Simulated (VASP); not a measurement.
VASP input:

File POSCAR:
```
Mg2Sn
1.0
  0.0000000000   3.4053753740   3.4053753740
  3.4053753740   0.0000000000   3.4053753740
  3.4053753740   3.4053753740   0.0000000000
Mg Sn
2 1
direct
  0.2500000000   0.2500000000   0.2500000000
  0.7500000000   0.7500000000   0.7500000000
  0.0000000000   0.0000000000   0.0000000000
```

### INCAR
```
SYSTEM=Mg2Sn
PREC=Accurate; ENCUT=500; LREAL=.FALSE.
LASPH=.TRUE.
EDIFF=1E-6; NELM=100; ALGO=Normal
LMAXMIX=4
ISMEAR=1; SIGMA=0.1
GGA=PE
IBRION=2; NSW=40; ISIF=3
EDIFFG=-0.02; PSTRESS=50
LWAVE=.FALSE.; LCHARG=.FALSE.
```

**KPOINTS**
```
kpoints
0
G
 8 8 8
```

POTCAR, in this order: Mg Sn_d (PBE.64 set). Program: vasp_std.

Translate this PBE calculation to Quantum ESPRESSO's pw.x.

One equivalent input (not run):
```
&CONTROL
  calculation = 'vc-relax'
  pseudo_dir = './pseudo'
  outdir = './out'
  tprnfor = .true.
  tstress = .true.
  nstep = 40
  forc_conv_thr = 0.00078
/
&SYSTEM
  ibrav = 0
  nat = 3
  ntyp = 2
  ecutwfc = 84
  occupations = 'smearing'
  smearing = 'methfessel-paxton'
  degauss = 0.00735
  input_dft = 'pbe'
/
&ELECTRONS
  conv_thr = 7.3e-08
  electron_maxstep = 100
/
&IONS
/
&CELL
  press = 50
/
ATOMIC_SPECIES
  Mg 24.305 Mg.upf
  Sn 118.710 Sn.upf
CELL_PARAMETERS angstrom
     0.0000000    3.4053754    3.4053754
     3.4053754    0.0000000    3.4053754
     3.4053754    3.4053754    0.0000000
ATOMIC_POSITIONS crystal
  Mg   0.2500000  0.2500000  0.2500000
  Mg   0.7500000  0.7500000  0.7500000
  Sn   0.0000000  0.0000000  0.0000000
K_POINTS automatic
  8 8 8 0 0 0
```
The two are equivalent in intent, not identical: the potentials are each code's own (VASP's PAW set, PseudoDojo norm-conserving files in pw.x), so ENCUT and ecutwfc are chosen apart and not converted; conv_thr bounds pw.x's estimated SCF error, while EDIFF bounds the energy change between steps; forc_conv_thr acts on force components and is met together with etot_conv_thr.

The compound is Mg2Sn in the antifluorite structure. This run relaxes it under an external pressure of 5 GPa. Symmetry was kept, so distortions that lower it aren't found.
